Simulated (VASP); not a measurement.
# A VASP study of SiC (Moissanite 3C) (r2SCAN): structure first, properties next, part 5 of 6

Aim: relax SiC (Moissanite 3C) with r2SCAN, compute its properties on that cell and hold them against experiment. The start is a cell from a database of measured crystal structures.

VASP 6.6.1, plane waves and PAW; the level of theory is named at each step.

So far. Step 13 (Volume scan with r2SCAN (run 7)): The pressure falls from -8.25 to -11.81 GPa. The parabola predicted -11.74 GPa, +0.07 GPa off. Step 15 (Fit for r2SCAN): The fitted volume lies +0.03 % from the relaxed one. The relaxed cell has a = 4.355 Å (conventional setting).

### 16. Optical spectrum (r2SCAN)

This step: r2SCAN; plane waves and PAW (Si, C) (VASP 6.6.1).

LOPTICS sums transitions from filled to empty bands. The mesh is finer than in the run before. NBANDS is raised for it.

The input, INCAR:

```
SYSTEM = SiC
PREC = Accurate
ENCUT = 520
EDIFF = 1E-06
NELM = 100
ISMEAR = 0
SIGMA = 0.05
LREAL = .FALSE.
ALGO = Normal
METAGGA = R2SCAN
LASPH = .TRUE.
NBANDS = 20
LORBIT = 11
LWAVE = .FALSE.
LCHARG = .FALSE.
KPAR = 2
LOPTICS = .TRUE.
NEDOS = 1500
CSHIFT = 0.1
```

The input, POSCAR:

```
SiC
1.0
    0.0000000000      2.1775716673      2.1775716673
    2.1775716673      0.0000000000      2.1775716673
    2.1775716673      2.1775716673      0.0000000000
Si C
1 1
Direct
    0.0000000000      0.0000000000      0.0000000000
    0.2500000000      0.2500000000      0.2500000000
```

The input, KPOINTS:

```
Automatic mesh
0
Gamma
13 13 13
0 0 0
```

PAW data sets: Si and C (PBE family, release 64).

On the command line:

```bash
mpirun -np 2 vasp_std
```

Log:

```text
[... set-up lines as in an earlier step ...]
 entering main loop
       N       E                     dE             d eps       ncg     rms          rms(c)
DAV:   1     0.233947208229E+01    0.23395E+01   -0.36732E+03  3496   0.349E+02
DAV:   2    -0.217850099436E+02   -0.24124E+02   -0.23124E+02  4340   0.908E+01
DAV:   3    -0.223272928916E+02   -0.54228E+00   -0.53971E+00  4076   0.993E+00
DAV:   4    -0.223284481637E+02   -0.11553E-02   -0.11552E-02  3808   0.560E-01
DAV:   5    -0.223284506078E+02   -0.24441E-05   -0.24445E-05  3996   0.248E-02    0.921E+00
DAV:   6    -0.192878463055E+02    0.30406E+01   -0.35020E+00  3716   0.583E+00    0.474E+00
DAV:   7    -0.193164894322E+02   -0.28643E-01   -0.36254E-01  3648   0.234E+00    0.265E+00
DAV:   8    -0.193271468476E+02   -0.10657E-01   -0.20355E-02  3676   0.710E-01    0.453E-01
DAV:   9    -0.193269738066E+02    0.17304E-03   -0.54229E-04  3868   0.104E-01    0.135E-01
DAV:  10    -0.193270752474E+02   -0.10144E-03   -0.89800E-05  3740   0.518E-02    0.125E-02
DAV:  11    -0.193270762587E+02   -0.10113E-05   -0.15506E-06  3924   0.566E-03    0.448E-03
DAV:  12    -0.193270764204E+02   -0.16166E-06   -0.23954E-07  2768   0.249E-03
   1 F= -.19327076E+02 E0= -.19327076E+02  d E =-.232153E-11
 optical routines
 imaginary and real dielectric function
 direction            1
 direction            2
 direction            3
```

Elapsed: 17 s, on 2 MPI ranks of Intel Xeon 6975P-C (Granite Rapids), shared host; peak memory 0.32 GiB.

From OUTCAR (step 16):

```text
   k-points           NKPTS =     84   k-points in BZ     NKDIM =     84   number of bands    NBANDS=     20

   NELECT =       8.0000    total number of electrons

 E-fermi :   8.2081

 k-point     1 :       0.0000    0.0000    0.0000
  band No.  band energies     occupation
      1      -8.1910      2.00000
      2       8.0042      2.00000
      3       8.0042      2.00000
      4       8.0042      2.00000
      5      14.8630      0.00000
      6      15.8677      0.00000
      7      15.8677      0.00000
      8      15.8677      0.00000
      9      23.2249      0.00000
    ...

  Total       -0.0003102     -0.0003102     -0.0003102     -0.0000000      0.0000000     -0.0000000
  in kB       -0.0240673     -0.0240673     -0.0240673     -0.0000000      0.0000000     -0.0000000
  external PRESSURE =      -0.0240673 kB  Pullay stress =       0.0000000 kB

 POSITION                                       TOTAL-FORCE (eV/Angst)
 -----------------------------------------------------------------------------------
      0.00000      0.00000      0.00000         0.000000      0.000000      0.000000
      1.08879      1.08879      1.08879        -0.000000     -0.000000     -0.000000
 -----------------------------------------------------------------------------------
    total drift:                               -0.000001     -0.000001     -0.000001

  FREE ENERGIE OF THE ION-ELECTRON SYSTEM (eV)
  ---------------------------------------------------
  free  energy   TOTEN  =       -19.3270764204 eV

  energy  without entropy=      -19.3270764204  energy(sigma->0) =      -19.32707642

 plasma frequency squared (from intraband transitions) (eV^2)
  --------------------------------------------------------------------------------------
       0.000      -0.000      -0.000
      -0.000       0.000      -0.000
      -0.000      -0.000       0.000

[... 7 parts as in an earlier step ...]

[... 9 further parts left out ...]
```

These are independent-particle spectra without excitons or local fields, and fine structure depends on the mesh and on CSHIFT.

This step gave:

| Quantity | Value |
| --- | --- |
| bands | 20 |
| irreducible k-points | 84 |
| free energy (TOTEN) | -19.33 eV |
| Fermi energy | 8.208 eV |
| pressure | -0.002407 GPa |
| conduction bottom at k | 0.4615, 0.4615, 0 |
| least direct gap at k | 0.4615, 0.4615, 0 |
| gap on the k-mesh | 1.797 eV |
| least direct gap on the k-mesh | 5.101 eV |

The imaginary dielectric function, xx has structure finer than the step of the table below, so its rows give means over 1 eV, whole bins alone (the curve runs from 0 to 25.0 eV). Peaks (eV: height): 7.4: 24.1, 9.0: 18.7.

The imaginary dielectric function, xx by photon energy; means over each step:

```
photon energy (eV)  imaginary dielectric function, xx
                 1                             0.0183
                 2                             0.0414
                 3                             0.0787
                 4                              0.165
                 5                               1.26
                 6                               5.37
                 7                               15.1
                 8                               12.5
                 9                               13.3
                10                               7.37
                11                               5.34
                12                               3.26
                13                               2.20
                14                               2.02
                15                               1.36
                16                               1.09
                17                              0.844
                18                              0.522
                19                              0.472
                20                              0.360
                21                              0.256
                22                              0.223
                23                              0.193
                24                              0.230
```

Table of real dielectric function, xx by photon energy:

```
photon energy (eV)  real dielectric function, xx
                 0                          6.51
                 1                          6.60
                 2                          6.89
                 3                          7.46
                 4                          8.56
                 5                          11.4
                 6                          13.7
                 7                          14.3
                 8                         -2.27
                 9                         -1.10
                10                         -4.62
                11                         -2.06
                12                         -4.29
                13                         -2.38
                14                         -2.06
                15                         -1.75
                16                         -1.70
                17                         -1.23
                18                        -0.866
                19                        -0.585
                20                        -0.473
                21                        -0.273
                22                        -0.135
                23                        0.0235
                24                        0.0821
```

The mean of ε2 over directions passes 5 % of its top at 5.07 eV, against a least direct gap of 5.10 eV on this mesh; what lies under the gap is the tail of the broadening by CSHIFT. The indirect gap (1.72 eV in the band run) doesn't show, since phonons are left out.

### 17. A semilocal run for the hybrid's start

A hybrid converges badly from random orbitals, so a cheap semilocal run writes a WAVECAR on the same mesh first.

The input, INCAR:

```
SYSTEM = SiC
PREC = Accurate
ENCUT = 520
EDIFF = 1E-05
NELM = 100
ISMEAR = 0
SIGMA = 0.05
LREAL = .FALSE.
ALGO = Normal
METAGGA = R2SCAN
LASPH = .TRUE.
NBANDS = 10
LORBIT = 11
LWAVE = .TRUE.
LCHARG = .FALSE.
KPAR = 2
```

POSCAR is that of step 16.

The input, KPOINTS:

```
Automatic mesh
0
Gamma
5 5 5
0 0 0
```

On the command line:

```bash
mpirun -np 2 vasp_std
```

Log:

```text
[... set-up lines as in an earlier step ...]
 entering main loop
       N       E                     dE             d eps       ncg     rms          rms(c)
DAV:   1    -0.241353441036E+01   -0.24135E+01   -0.42234E+03   208   0.691E+02
DAV:   2    -0.217382642645E+02   -0.19325E+02   -0.18118E+02   260   0.109E+02
DAV:   3    -0.223116695976E+02   -0.57341E+00   -0.57172E+00   232   0.163E+01
DAV:   4    -0.223140580842E+02   -0.23885E-02   -0.23883E-02   230   0.129E+00
DAV:   5    -0.223140688784E+02   -0.10794E-04   -0.10794E-04   236   0.739E-02    0.923E+00
DAV:   6    -0.192565827044E+02    0.30575E+01   -0.52371E+00   212   0.117E+01    0.512E+00
DAV:   7    -0.192834181003E+02   -0.26835E-01   -0.52607E-01   244   0.451E+00    0.246E+00
DAV:   8    -0.192937288434E+02   -0.10311E-01   -0.20716E-02   206   0.122E+00    0.175E-01
DAV:   9    -0.192940964422E+02   -0.36760E-03   -0.38909E-04   264   0.194E-01    0.134E-01
DAV:  10    -0.192941829492E+02   -0.86507E-04   -0.72438E-05   206   0.854E-02    0.113E-02
DAV:  11    -0.192941821942E+02    0.75495E-06   -0.83641E-07   104   0.768E-03
   1 F= -.19294182E+02 E0= -.19294182E+02  d E =-.428719E-17
 writing wavefunctions
```

Elapsed: 3 s, on 2 MPI ranks; peak memory 0.25 GiB; 4.8 s of CPU time.

OUTCAR, selected parts (step 17):

```text
   k-points           NKPTS =     10   k-points in BZ     NKDIM =     10   number of bands    NBANDS=     10

   NELECT =       8.0000    total number of electrons

 E-fermi :   8.3079

 k-point     1 :       0.0000    0.0000    0.0000
  band No.  band energies     occupation
      1      -8.1790      2.00000
      2       8.0221      2.00000
      3       8.0221      2.00000
      4       8.0221      2.00000
      5      14.8783      0.00000
      6      15.8717      0.00000
      7      15.8717      0.00000
      8      15.8717      0.00000
      9      23.2271      0.00000
    ...

  Total        0.0116402      0.0116402      0.0116402      0.0000000      0.0000000     -0.0000000
  in kB        0.9030726      0.9030726      0.9030726      0.0000000      0.0000000     -0.0000000
  external PRESSURE =       0.9030726 kB  Pullay stress =       0.0000000 kB

  FREE ENERGIE OF THE ION-ELECTRON SYSTEM (eV)
  ---------------------------------------------------
  free  energy   TOTEN  =       -19.2941821942 eV

  energy  without entropy=      -19.2941821942  energy(sigma->0) =      -19.29418219

[... 7 parts as in an earlier step ...]

[... 10 further parts left out ...]
```

A gap read on the k-mesh alone can miss the band edges.

This step gave:

| Quantity | Value |
| --- | --- |
| SCF cycles | 11 |
| bands | 10 |
| irreducible k-points | 10 |
| free energy (TOTEN) | -19.29 eV |
| Fermi energy | 8.308 eV |
| pressure | 0.09031 GPa |
| conduction bottom at k | 0.4, 0.4, 0 |
| least direct gap at k | 0.4, 0.4, 0 |
| gap on the k-mesh | 2.202 eV |
| least direct gap on the k-mesh | 5.322 eV |

### 18. Bands along the symmetry lines (HSE06)

This step: HSE06; plane waves and PAW (Si, C) (VASP 6.6.1).

HSE06 mixes in a quarter of exact exchange at short range, at far higher cost; in semiconductors this cures much of the gap error, while metals seldom gain.

The input, INCAR:

```
SYSTEM = SiC
PREC = Accurate
ENCUT = 520
EDIFF = 1E-06
NELM = 100
ISMEAR = 0
SIGMA = 0.05
LREAL = .FALSE.
ALGO = Normal
LHFCALC = .TRUE.
AEXX = 0.25
GGA = PE
HFSCREEN = 0.2
LASPH = .TRUE.
NBANDS = 10
PRECFOCK = Fast
LORBIT = 11
LWAVE = .FALSE.
LCHARG = .FALSE.
KPAR = 2
```

POSCAR is that of step 17.

KPOINTS is that of step 17.

The input, KPOINTS_OPT:

```
Line mode
6
Line-mode
Reciprocal
  0.00000000   0.00000000   0.00000000 GAMMA
  0.50000000   0.00000000   0.50000000 X

  0.50000000   0.00000000   0.50000000 X
  0.50000000   0.25000000   0.75000000 W

  0.50000000   0.25000000   0.75000000 W
  0.37500000   0.37500000   0.75000000 K

  0.37500000   0.37500000   0.75000000 K
  0.00000000   0.00000000   0.00000000 GAMMA

  0.00000000   0.00000000   0.00000000 GAMMA
  0.50000000   0.50000000   0.50000000 L

  0.50000000   0.50000000   0.50000000 L
  0.62500000   0.25000000   0.62500000 U

  0.62500000   0.25000000   0.62500000 U
  0.50000000   0.25000000   0.75000000 W

  0.50000000   0.25000000   0.75000000 W
  0.50000000   0.50000000   0.50000000 L

  0.50000000   0.50000000   0.50000000 L
  0.37500000   0.37500000   0.75000000 K

  0.62500000   0.25000000   0.62500000 U
  0.50000000   0.00000000   0.50000000 X
```

The WAVECAR or CHGCAR of an earlier step is read.

On the command line:

```bash
mpirun -np 2 vasp_std
```

Log:

```text
[banner, memory and clock lines left out]
running    2 mpi-ranks, on    1 nodes
 distrk:  each k-point on    1 cores,    2 groups
 distr:  one band on    1 cores,    1 groups

 POSCAR found type information on POSCAR SiC
 POSCAR found :  2 types and       2 ions
 LDA part: xc-table for (Slater+PW92), standard interpolation
 found WAVECAR, reading the header
 POSCAR, INCAR and KPOINTS ok, starting setup
 FFT: planning ... GRIDC
 FFT: planning ... GRID_SOFT
 FFT: planning ... GRID
 reading WAVECAR
 the WAVECAR file was read successfully
 initial charge from wavefunction
 entering main loop
       N       E                     dE             d eps       ncg     rms          rms(c)
DAV:   1    -0.174319759793E+02   -0.17432E+02   -0.14693E-01   210   0.319E+00    0.988E-01
DAV:   2    -0.174314103395E+02    0.56564E-03   -0.26014E-03   212   0.387E-01    0.657E-01
DAV:   3    -0.174311639495E+02    0.24639E-03   -0.15523E-03   214   0.207E-01    0.414E-01
DAV:   4    -0.174312164078E+02   -0.52458E-04   -0.20384E-04   234   0.850E-02    0.257E-01
DAV:   5    -0.174312153445E+02    0.10633E-05   -0.29228E-06   206   0.139E-02    0.156E-01
DAV:   6    -0.174312141609E+02    0.11836E-05   -0.42739E-06   200   0.122E-02    0.929E-02
DAV:   7    -0.174312143113E+02   -0.15039E-06   -0.72703E-07   106   0.600E-03
   1 F= -.17431214E+02 E0= -.17431214E+02  d E =-.305270E-12
 Start KPOINTS_OPT (optional k-point list driver)
k-point batch [1-10\60]
       N       E                     dE             ncg
DAV:   1     0.328503411598E+03   -0.24096E+04      208
DAV:   2     0.117818479883E+03   -0.21068E+03      266
DAV:   3     0.107130452200E+03   -0.10688E+02      256
DAV:   4     0.107049490238E+03   -0.80962E-01      264
DAV:   5     0.107049094664E+03   -0.39557E-03      246
DAV:   6     0.107049093202E+03   -0.14616E-05      246
DAV:   7     0.107049093195E+03   -0.69402E-08      228
[...]
k-point batch [51-60\60]
       N       E                     dE             ncg
DAV:   1     0.237931720930E+03   -0.34486E+04      200
DAV:   2     0.533767409751E+02   -0.18455E+03      240
DAV:   3     0.462290191981E+02   -0.71477E+01      250
DAV:   4     0.461616464490E+02   -0.67373E-01      248
DAV:   5     0.461614032319E+02   -0.24322E-03      274
DAV:   6     0.461614025405E+02   -0.69145E-06      240
```

The job ended after 43 s (2 MPI ranks; peak memory 0.46 GiB).

From OUTCAR (step 18):

```text
   k-points           NKPTS =     10   k-points in BZ     NKDIM =    125   number of bands    NBANDS=     10

   NELECT =       8.0000    total number of electrons

  exchange ACFDT corr.  =         0.00000000  see jH, gK, PRB 81, 115126

 E-fermi :   7.7428

 k-point     1 :       0.0000    0.0000    0.0000
  band No.  band energies     occupation
      1      -9.4954      2.00000
      2       7.5109      2.00000
      3       7.5109      2.00000
      4       7.5109      2.00000
      5      15.1024      0.00000
      6      16.1296      0.00000
      7      16.1296      0.00000
      8      16.1296      0.00000
      9      23.6225      0.00000
    ...

 POSITION                                       TOTAL-FORCE (eV/Angst)
 -----------------------------------------------------------------------------------
      0.00000      0.00000      0.00000        -0.000000     -0.000000     -0.000000
      1.08879      1.08879      1.08879         0.000000      0.000000      0.000000
 -----------------------------------------------------------------------------------
    total drift:                                0.000001     -0.000000      0.000000

  FREE ENERGIE OF THE ION-ELECTRON SYSTEM (eV)
  ---------------------------------------------------
  free  energy   TOTEN  =       -17.4312143113 eV

  energy  without entropy=      -17.4312143113  energy(sigma->0) =      -17.43121431

[... 7 parts as in an earlier step ...]

[... 9 further parts left out ...]
```

The k-mesh is coarse for exact exchange; levels may shift by about 0.1 eV on a finer one.

This step gave:

* SCF cycles: 7
* free energy (TOTEN): -17.43 eV
* Fermi energy: 7.743 eV
* least gap on mesh and path: 2.251 eV
* least direct gap on mesh and path: 5.759 eV
* conduction bottom at k: 0.5, 0, 0.5
* least direct gap at k: 0.5, 0, 0.5

Electronic bands along the path, in eV, zero at the valence-band top; v1 is the highest filled band, c1 the lowest empty one:

```
          point     v3     v2     v1    c1     c2     c3     c4
              Γ   0.00   0.00   0.00  7.59   8.62   8.62   8.62
0.40 of the way  -2.61  -1.58  -1.58  6.11   8.40  11.16  11.16
              X  -8.55  -3.51  -3.51  2.25   5.40  15.98  15.98
0.40 of the way  -8.33  -4.16  -4.14  3.48   6.60  14.39  15.75
              W  -7.69  -5.46  -5.07  6.36  10.95  11.07  11.08
0.40 of the way  -7.80  -5.77  -4.20  5.63   9.62  11.74  12.85
              K  -7.97  -6.04  -2.85  4.12   9.11  13.56  14.25
0.40 of the way  -5.94  -4.13  -0.98  7.30   9.79  10.12  11.02
              Γ   0.00   0.00   0.00  7.59   8.62   8.62   8.62
0.60 of the way  -5.98  -0.83  -0.83  7.06   9.11   9.11  11.34
              L  -9.37  -1.16  -1.16  6.68   8.50   8.50  11.59
0.40 of the way  -8.98  -2.94  -1.67  6.38   8.84   9.76  12.81
              U  -7.97  -6.04  -2.85  4.12   9.11  13.56  14.25
0.60 of the way  -7.80  -5.77  -4.20  5.63   9.62  11.74  12.85
              W  -7.69  -5.46  -5.07  6.36  10.95  11.07  11.08
0.60 of the way  -8.85  -3.28  -1.99  6.63   8.26  10.68  12.82
              L  -9.37  -1.16  -1.16  6.68   8.50   8.50  11.59
0.60 of the way  -8.53  -4.43  -2.12  5.45  10.05  11.07  12.71
              K  -7.97  -6.04  -2.85  4.12   9.11  13.56  14.25
      jump to U  -7.97  -6.04  -2.85  4.12   9.11  13.56  14.25
0.60 of the way  -8.44  -4.27  -3.40  2.81   6.07  15.48  15.64
              X  -8.55  -3.51  -3.51  2.25   5.40  15.98  15.98
```

Of the projections kept (Si, C), the largest for each band there; the rest of the weight can lie on other orbitals:

```
point       v3      v2       v1       c1       c2       c3       c4
    Γ   C 0.88  C 0.88   C 0.88   C 0.79  Si 0.98  Si 0.98  Si 0.98
    X  Si 0.65  C 0.58   C 0.58  Si 0.52  Si 0.90   C 0.60   C 0.60
    W  Si 0.69  C 0.61  Si 0.53   C 0.98  Si 0.69  Si 0.72   C 0.52
    K  Si 0.66  C 0.52   C 0.61  Si 0.56   C 0.51   C 0.51   C 0.62
    Γ   C 0.88  C 0.88   C 0.88   C 0.79  Si 0.98  Si 0.98  Si 0.98
    L  Si 0.61  C 0.72   C 0.72  Si 0.59  Si 0.91  Si 0.91   C 0.94
```

The electronic bands as a text plot (rows in eV, shown from -8.0 to 8.3 only):

```
    7.9 |+++        +           +++++      +           + +    +
    7.2 |                   ++       +++   +           + +
    6.6 |    ++    +                    +++ +     +++++ + +
    5.9 |   +  ++ +  +++  ++                     +             ++
    5.2 |        +                           +  +          +
    4.5 |    ++     +   +                     +             +
    3.8 |                +                     +             ++
    3.2 |          +
    2.5 |      ++++                                            ++
    1.8 |
    1.1 |
    0.5 |
   -0.2 |***                  ********
   -0.9 | **                **  *  ** *****             *
   -1.6 |   *                   *          **          * **
   -2.2 |                 **  **             **      **    **
   -2.9 |   ***         **                  *  *    *     *  **
   -3.6 |      ****           **     *          *    **        **
   -4.3 |          **  *    **               *     *       *   *
   -5.0 |    **     ***                          ** *
   -5.6 |             **  ****                * ****        * *
   -6.3 |               **            **       *             *
   -7.0 |      **
   -7.7 |            *******                   *****         *
         Γ       X    W  K        Γ      L     U  W     L   K|U X
```

The gap moves by +0.53 eV against r2SCAN, which ran on another mesh.

(Continued in part 6 of 6.)

[Lines on the potential files, build, host, timing and source positions are cut from VASP's logs without a mark.]

[Logs are printed without paths, hosts, clocks, repeated set-up lines and the standing remarks that a program may print on its own settings, such as how far it seeks lower states.]

[Hosts, paths, dates, database ids (printed as entryN), source tags and the programs' standing remarks are cut or masked in the printed files.]

[A measured line is paired with the nearest computed mode of its activity, which favours agreement.]
